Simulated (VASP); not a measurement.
# NiAgO2: structure and properties in VASP, part 2 of 2

Aim: relax NiAgO2 with optB86b-vdW + U, compute its properties on that cell and hold them against experiment. The start is a computed cell from the Materials Project.

VASP 6.6.1; optB86b-vdW, DFT+U (Ni d 5 eV), spin-polarised from a ferromagnetic start; plane waves and PAW (Ni, Ag, O).

Still holding for the runs below: The magnetic state follows from one typed start and may not be the lowest.

So far. Step 4 (Single point with fields (optB86b-vdW + U)): In this run the pressure is 0.02 GPa, small enough to go on; single stress components reach 0.16 GPa. Step 5 (Band structure (optB86b-vdW + U)): There is no gap at this level. The relaxed cell has a = 2.931, c = 12.183 Å (conventional setting).

### 6. Density of states (optB86b-vdW + U) (continued)

Force by atom:

```tsv
atom	x (eV/Å)	y (eV/Å)	z (eV/Å)	size
Ni1	0.0000	0.0000	0.0000	0.0000
Ni2	0.0000	0.0000	0.0000	0.0000
Ag3	0.0000	0.0000	0.0000	0.0000
Ag4	0.0000	0.0000	0.0000	0.0000
O5	0.0000	0.0000	0.0576	0.0576
O6	0.0000	0.0000	0.0576	0.0576
O7	0.0000	0.0000	-0.0576	0.0576
O8	0.0000	0.0000	-0.0576	0.0576
```

The finer mesh and the other smearing move the Fermi level by -0.02 eV from the 8×8×2 run, a small shift, which tests the Fermi level alone. Of the states within 0.3 eV of the Fermi level, the largest shares in the PAW spheres are O p 45 %, Ni d 27 % and Ag d 11 %. The rest lies in smaller channels or between the spheres.

### 7. Electric field gradients (optB86b-vdW + U)

Field gradients probe how far the charge around each nucleus departs from cubic symmetry; LASPH keeps the non-spherical terms inside the spheres.

Input file INCAR:

```
SYSTEM = NiAgO2
PREC = Accurate
ENCUT = 520
EDIFF = 1E-07
NELM = 100
ISMEAR = 0
SIGMA = 0.05
LREAL = .FALSE.
ALGO = Normal
GGA = MK
AGGAC = 0
LUSE_VDW = .TRUE.
PARAM1 = 0.1234
PARAM2 = 1
LASPH = .TRUE.
NBANDS = 47
ISPIN = 2
MAGMOM = 1.298 1.298 -0.091 -0.091 -0.096 -0.096 -0.096 -0.096
LDAU = .TRUE.
LDAUTYPE = 2
LDAUL = 2 -1 -1
LDAUU = 5 0 0
LDAUJ = 0 0 0
LDAUPRINT = 1
LMAXMIX = 4
LORBIT = 11
LWAVE = .FALSE.
LCHARG = .FALSE.
KPAR = 4
LEFG = .TRUE.
```

Input file POSCAR:

```
NiAgO2
1.0
    2.9308697717      0.0000000000      0.0000000000
   -1.4654348858      2.5382076775      0.0000000000
    0.0000000000      0.0000000000     12.1828271387
Ni Ag O
2 2 4
Direct
    0.0000000000      0.0000000000      0.5000000000
    0.0000000000      0.0000000000      0.0000000000
    0.6666666700      0.3333333300      0.7500000000
    0.3333333300      0.6666666700      0.2500000000
    0.3333333300      0.6666666700      0.4183611925
    0.6666666700      0.3333333300      0.9183611925
    0.6666666700      0.3333333300      0.5816388075
    0.3333333300      0.6666666700      0.0816388075
```

Input file KPOINTS:

```
Automatic mesh
0
Gamma
8 8 2
0 0 0
```

PAW data sets: Ni, Ag and O (PBE family, release 64).

Command:

```
$ mpirun -np 4 vasp_std
```

It took 3.2 min on 4 MPI ranks of Intel Xeon Platinum 8259CL at 2.50GHz (Skylake/Cascade Lake), shared host; peak memory 2.6 GiB; 11 min of CPU time.

This step gave:

- SCF cycles: 18
- bands: 47
- irreducible k-points: 20
- Fermi energy: 5.712 eV
- pressure: 0.01532 GPa
- moment of the cell, from the last line of the log: 2 μB

Electric field gradients, by row:

```tsv
atom	Vxx (V/Å²)	Vyy (V/Å²)	Vzz (V/Å²)	asymmetry
Ni1	-1.262	-1.261	2.523	0.001
Ni2	-1.262	-1.261	2.523	0.001
Ag3	69.11	69.11	-138.2	0
Ag4	69.11	69.11	-138.2	0
O5	-12.89	-12.89	25.78	0
O6	-12.89	-12.89	25.78	0
O7	-12.89	-12.89	25.78	0
O8	-12.89	-12.89	25.78	0
```

The largest gradient, -138.23 V/Å², sits on Ag3 and like sites; the stable nuclei of Ag have no quadrupole moment in their ground state, so NMR and NQR don't see it.

### 8. Independent-particle dielectric function (optB86b-vdW + U)

LOPTICS sums transitions from filled to empty bands. The mesh is finer than in the run before. NBANDS is raised for it.

INCAR, as its differences from that of step 7:

```diff
@@ -3,3 +3,3 @@
 ENCUT = 520
-EDIFF = 1E-07
+EDIFF = 1E-06
 NELM = 100
@@ -15,3 +15,3 @@
 LASPH = .TRUE.
-NBANDS = 47
+NBANDS = 97
 ISPIN = 2
@@ -29,2 +29,4 @@
 KPAR = 4
-LEFG = .TRUE.
+LOPTICS = .TRUE.
+NEDOS = 1500
+CSHIFT = 0.1
```

POSCAR is that of step 7.

Input file KPOINTS:

```
Automatic mesh
0
Gamma
11 11 3
0 0 0
```

Command:

```
$ mpirun -np 4 vasp_std
```

It took 4.8 min on 4 MPI ranks; peak memory 4.1 GiB; 18 min of CPU time.

These are independent-particle spectra without excitons or local fields. Fine structure and low peaks depend on the mesh and on CSHIFT. The intraband (Drude) part is not in this spectrum.

Numbers from this step:

```
SCF cycles              : 17
bands                   : 97
irreducible k-points    : 32
free energy (TOTEN)     : -19.58 eV
energy at zero smearing : -19.58 eV
Fermi energy            : 5.679 eV
pressure                : -0.01254 GPa
```

The imaginary dielectric function has structure finer than the step of the table below, so its rows give means over 1 eV, whole bins alone (the curve runs from 0 to 25.0 eV). Peaks (eV: height): xx 0.2: 65.0; zz 0.3: 28.9, 1.5: 7.88, 3.7: 11.9, 4.7: 12.5.

The imaginary dielectric function by photon energy; means over each step:

```tsv
photon energy (eV)	xx	zz
1	9.04	7.44
2	3.86	4.87
3	6.69	4.91
4	8.36	9.53
5	6.78	9.02
6	3.36	4.67
7	1.75	2.23
8	0.998	1.65
9	0.804	1.29
10	0.997	1.30
11	1.40	1.38
12	1.54	1.74
13	1.76	1.51
14	2.41	1.64
15	2.14	2.19
16	2.10	2.01
17	2.03	1.76
18	2.51	1.64
19	1.85	1.87
20	1.50	2.02
21	1.32	1.50
22	1.02	1.07
23	1.01	0.857
24	1.03	0.669
```

The real dielectric function by photon energy:

```tsv
photon energy (eV)	xx	zz
0	80.3	38.3
1	1.05	8.25
2	5.12	5.97
3	9.13	9.89
4	1.69	3.58
5	-1.65	-1.17
6	-1.10	-1.95
7	-0.121	-0.640
8	0.407	-0.179
9	1.35	0.967
10	1.89	0.963
11	1.87	1.75
12	2.01	1.21
13	2.15	1.60
14	1.87	1.56
15	1.05	1.51
16	1.01	0.820
17	1.16	0.665
18	0.583	0.798
19	-0.0433	0.967
20	0.258	0.209
21	0.252	-7.5e-4
22	0.194	-0.00333
23	0.370	0.163
24	0.369	0.254
```

### 9. Results

- relaxed volume: 11.33 Å³/atom
- relaxed conventional cell a, b, c: 2.931, 2.931, 12.183 Å; angles 90.0, 90.0, 120.0°
- space group after relaxing, within 0.02 Å: P6_3/mmc (No. 194)
- moment of the cell (11×11×3 mesh): 2.00 μB
- largest site moment (11×11×3 mesh): 1.29 μB on Ni1
- band gap: none, a half-metal
- DOS at the Fermi level: 2.69 states/eV/cell
- largest field gradient Vzz: -138.23 V/Å² on Ag3

**Reading.** With optB86b-vdW + U, NiAgO2 relaxes to 11.33 Å³/atom in space group P6_3/mmc, comes out as a half-metal, with a gap in one spin channel alone and keeps moments of up to 1.29 μB (11×11×3 mesh). Band structure (optB86b-vdW + U), spin up: Of the bands kept, 4 cross the Fermi level on this path. Band structure (optB86b-vdW + U), spin down: The path shows an indirect gap of 2.06 eV (valence top at M, conduction bottom between Γ and M). The least direct gap is 2.71 eV. Spin-orbit coupling is left out; it would split some degenerate bands. The k-sampling is coarse for a metal, so the Fermi level, moments, pressures and the shape of the cell carry errors. Only the typed magnetic starts were tried, so the magnetic ground state may differ and with it the other results. No search among competing phases was made, and a listed structure need not be the one stable at ambient conditions. All values are for a static lattice at zero temperature.

Computed beside measured:

```
              quantity                         measured  optB86b-vdW, DFT+U
lattice constant a (Å)                          2.93919      2.931 (-0.3 %)
lattice constant c (Å)  not in our table of this source              12.183
```

Measured values from arxiv:0705.0668 (2007).

**Verdict.** The lattice constant a is off by -0.3 %. The magnetic state of these runs (with moments in some or all of them) need not be that of the sample, so the match is not graded. For lattice constants the calculation has a static lattice, without zero-point motion or thermal expansion (measured at up to 300 K).

[Lines on the potential files, build, host, timing and source positions are cut from VASP's logs without a mark.]

[Logs are printed without paths, hosts, clocks, repeated set-up lines and the standing remarks that a program may print on its own settings, such as how far it seeks lower states.]

[Hosts, paths, dates, database ids (printed as entryN), source tags and the programs' standing remarks are cut or masked in the printed files.]

[A measured line is paired with the nearest computed mode of its activity, which favours agreement.]

[In band tables of VASP the shares of atoms and orbitals are scaled to a sum of 1 inside the atoms' spheres.]
